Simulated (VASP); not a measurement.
Input:

```
AsB
1.0
    0.00000     2.34627     2.34627
    2.34627     0.00000     2.34627
    2.34627     2.34627     0.00000
B As
1 1
Direct
  0.00000   0.00000   0.00000
  0.25000   0.25000   0.25000
```

All values below come from LDA (Ceperley-Alder, Perdew-Zunger), VASP's LDA PAW potentials (set 64) (plane waves; VASP). Numerical set-up: 620 eV cut-off, 10×10×10 Γ-centred mesh, Gaussian smearing of 0.050 eV, potentials B As.

Problem. Predict the energy per atom (σ→0), pressure.

Solution. 
The energy per atom (σ→0) comes out as -6.457 eV/atom and the pressure comes out as 4.99 GPa.

The compound is BAs in the zinc blende structure. It was relaxed first under an external pressure of 5 GPa.
